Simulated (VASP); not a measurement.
Input of a VASP 6.6.1 run:

File INCAR:

```
SYSTEM = Te2Mo
PREC = Accurate ; ENCUT = 520
EDIFF = 1E-6 ; ISMEAR = 0
SIGMA = 0.05 ; LREAL = .FALSE.
LASPH = .TRUE. ; NELM = 100
ALGO = Fast ; ISIF = 2
LWAVE = .FALSE. ; LCHARG = .FALSE.
GGA = CA ; NBANDS = 20
```

File KPOINTS:

```
Automatic mesh
0
G
  9 9 2
  0 0 0
```

File POSCAR:

```
Te2Mo
1.0
    3.5602328140      0.0000000000      0.0000000000
   -1.7801164070      3.0832520603      0.0000000000
    0.0000000000      0.0000000000     16.9983360854
Te Mo
2 1
Direct
    0.3333333333      0.6666666667      0.8978554500
    0.3333333333      0.6666666667      0.1021445500
    0.0000000000      0.0000000000      0.0000000000
```

Potentials or basis: VASP PAW LDA potentials, release 64 (Te, Mo_sv).

Command:

```sh
$ cat potpaw_LDA.64/Te/POTCAR potpaw_LDA.64/Mo_sv/POTCAR > POTCAR
$ mpirun -np 1 vasp_std > vasp.out
```

(1) Estimate the band gap on the k mesh.

(2) Predict the largest force.

Answers

(1) 0.98 eV, direct.

(2) 0.410 eV/Å.

Caveat: spin-orbit coupling is left out, which moves the levels of the heavy elements.
